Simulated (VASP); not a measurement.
Level of theory: PBEsol GGA, VASP's PBE PAW potentials (set 64) (plane waves; VASP).

Input for VASP

**INCAR**
```
ALGO  =  Normal
EDIFF  =  1E-6
ENCUT  =  300
GGA  =  PS
ISIF  =  2
ISMEAR  =  -1
LASPH  =  .TRUE.
LCHARG  =  .FALSE.
LMAXMIX  =  4
LREAL  =  .FALSE.
LWAVE  =  .FALSE.
NELM  =  100
PREC  =  Accurate
SIGMA  =  0.1
SYSTEM  =  Ni3Sn4
```

KPOINTS:
```
K-points
0
G
 4 4 3
0 0 0
```

File POSCAR:
```
Ni3Sn4
1
    6.1050750000    -2.0272850000     0.0000000000
    6.1050750000     2.0272850000     0.0000000000
   -1.3474860000     0.0000000000     5.0181640000
Ni Sn
3 4
Direct
 -0.0047170000   0.0063840000  -0.0037810000
  0.8037960000   0.7667060000   0.6530410000
  0.2024280000   0.2355950000   0.3461110000
  0.5801310000   0.5693280000   0.3121760000
  0.4263550000   0.4295380000   0.6864500000
  0.8292230000   0.8156170000   0.1923080000
  0.1627850000   0.1768320000   0.8136960000
```

POTCAR, in this order: Ni Sn_d (PBE.64 set). Program: vasp_std.

The resulting files:

File OUTCAR:
```
 ion  position               nearest neighbor table
   1  0.995  0.006  0.996-   7 2.48   4 2.58   5 2.59   5 2.61   6 2.63   4 2.65   2 2.77   3 2.81
  LATTYP: Found a base centered monoclinic cell.
 ALAT       =    12.2101500000
 B/A-ratio  =     0.3320655356
 C/A-ratio  =     0.4255418639
 COS(beta)  =    -0.2593349031
 Subroutine PRICEL returns:
 Original cell was already a primitive cell.
 Subroutine GETGRP returns: Found  1 space group operations
The static configuration has the point symmetry C_1 .
The dynamic configuration has the point symmetry C_1 .
 Subroutine INISYM returns: Found  1 space group operations
 Subroutine IBZKPT returns following result:
 Found     26 irreducible k-points:

 Following reciprocal coordinates:
            Coordinates               Weight
  0.000000  0.000000  0.000000      1.000000
  0.250000 -0.000000  0.000000      2.000000
  0.000000 -0.250000 -0.000000      2.000000
  0.500000 -0.000000  0.000000      1.000000
 -0.000000  0.500000  0.000000      1.000000
  0.250000  0.250000  0.000000      2.000000
  0.500000  0.250000  0.000000      2.000000
 -0.250000  0.500000  0.000000      2.000000
 -0.250000  0.250000  0.000000      2.000000
  0.500000  0.500000  0.000000      1.000000
  0.000000  0.000000  0.333333      2.000000
  0.250000 -0.000000  0.333333      2.000000
  0.000000 -0.250000 -0.333333      2.000000
  0.500000 -0.000000  0.333333      2.000000
 -0.000000  0.500000 -0.333333      2.000000
 -0.250000  0.000000  0.333333      2.000000
 -0.000000  0.250000 -0.333333      2.000000
  0.250000  0.250000  0.333333      2.000000
  0.500000  0.250000  0.333333      2.000000
 -0.250000  0.500000 -0.333333      2.000000
 -0.250000  0.250000  0.333333      2.000000
 -0.250000  0.250000 -0.333333      2.000000
...
```

OSZICAR:
```
       N       E                     dE             d eps       ncg     rms          rms(c)
DAV:   1     0.749658970034E+03    0.74966E+03   -0.28755E+04  2676   0.199E+03
DAV:   2     0.744452872249E+02   -0.67521E+03   -0.66183E+03  2652   0.538E+02
DAV:   3    -0.348032715655E+02   -0.10925E+03   -0.10701E+03  2726   0.203E+02
DAV:   4    -0.401647060316E+02   -0.53614E+01   -0.52795E+01  3019   0.508E+01
DAV:   5    -0.403131759158E+02   -0.14847E+00   -0.14826E+00  3569   0.765E+00    0.178E+01
DAV:   6    -0.463374854886E+02   -0.60243E+01   -0.68334E+01  2894   0.755E+01    0.260E+01
DAV:   7    -0.374364192729E+02    0.89011E+01   -0.22815E+01  2949   0.536E+01    0.452E+00
DAV:   8    -0.374673159878E+02   -0.30897E-01   -0.42711E+00  3426   0.141E+01    0.445E+00
DAV:   9    -0.375128413404E+02   -0.45525E-01   -0.16735E+00  3245   0.173E+01    0.472E+00
DAV:  10    -0.373096167504E+02    0.20322E+00   -0.67356E-01  2955   0.123E+01    0.731E-01
DAV:  11    -0.373165252896E+02   -0.69085E-02   -0.97672E-02  3180   0.301E+00    0.785E-01
DAV:  12    -0.373132918968E+02    0.32334E-02   -0.22130E-02  2831   0.212E+00    0.344E-01
DAV:  13    -0.373127861180E+02    0.50578E-03   -0.10532E-02  3079   0.105E+00    0.278E-01
DAV:  14    -0.373120490125E+02    0.73711E-03   -0.36033E-03  3183   0.768E-01    0.662E-02
DAV:  15    -0.373120775085E+02   -0.28496E-04   -0.34503E-04  2855   0.183E-01    0.433E-02
DAV:  16    -0.373120649512E+02    0.12557E-04   -0.49716E-05  2943   0.873E-02    0.800E-03
DAV:  17    -0.373120663291E+02   -0.13780E-05   -0.11485E-05  2660   0.244E-02    0.631E-03
DAV:  18    -0.373120661115E+02    0.21766E-06   -0.34708E-06  2022   0.206E-02
   1 F= -.37312066E+02 E0= -.37263986E+02  d E =-.961608E-01
```

**OUTCAR**
```
------------------------ aborting loop because EDIFF is reached ----------------------------------------
  FORCE on cell =-STRESS in cart. coord.  units (eV):
  Direction    XX          YY          ZZ          XY          YZ          ZX
  --------------------------------------------------------------------------------------
  Total       -0.7677450      0.2161482     -1.9818112      0.1467688      0.4254073      0.1895922
  in kB       -9.9025476      2.7879280    -25.5618455      1.8930571      5.4869982      2.4454021
  external PRESSURE =     -10.8921550 kB  Pullay stress =       0.0000000 kB
  volume of cell :      124.22
      direct lattice vectors                 reciprocal lattice vectors
     6.105075000 -2.027285000  0.000000000     0.081899076 -0.246635278  0.021991680
     6.105075000  2.027285000  0.000000000     0.081899076  0.246635278  0.021991680
    -1.347486000  0.000000000  5.018164000     0.000000000  0.000000000  0.199276070
 POSITION                                       TOTAL-FORCE (eV/Angst)
 -----------------------------------------------------------------------------------
      4.77286     -2.00478      4.99919        -0.451848     -0.182899      0.239159
      8.70807     -0.07519      3.27707        -0.148215      0.759575      0.778060
      2.20778      0.06724      1.73684        -0.324843     -0.916312     -0.289980
      6.59688     -0.02190      1.56655        -0.260745      0.420726     -0.074256
      4.30031      0.00645      3.44472         0.035104     -0.202354      0.110113
      9.78274     -0.02758      0.96503         0.961274      0.461767     -0.629259
      0.97694      0.02848      4.08326         0.189273     -0.340503     -0.133837
 -----------------------------------------------------------------------------------
    total drift:                                0.001636     -0.000773     -0.000530
  FREE ENERGIE OF THE ION-ELECTRON SYSTEM (eV)
  ---------------------------------------------------
  free  energy   TOTEN  =       -37.3120661115 eV

  energy  without entropy=      -37.2159053063  energy(sigma->0) =      -37.26398571
```
(Selected blocks of OUTCAR.)

At this cut-off the stress carries a Pulay error, which pulls relaxed volumes low.

The structure comes from a computed database's Ni3Sn4 entry; how it stands against other phases isn't given here. The cell was not relaxed at this level, atoms are displaced from their ideal sites. The k-mesh is coarse (spacing up to 0.42 per Å, 2π included), so the numbers may not be converged in it. The run is not spin-polarised, so no magnetic state was tried.
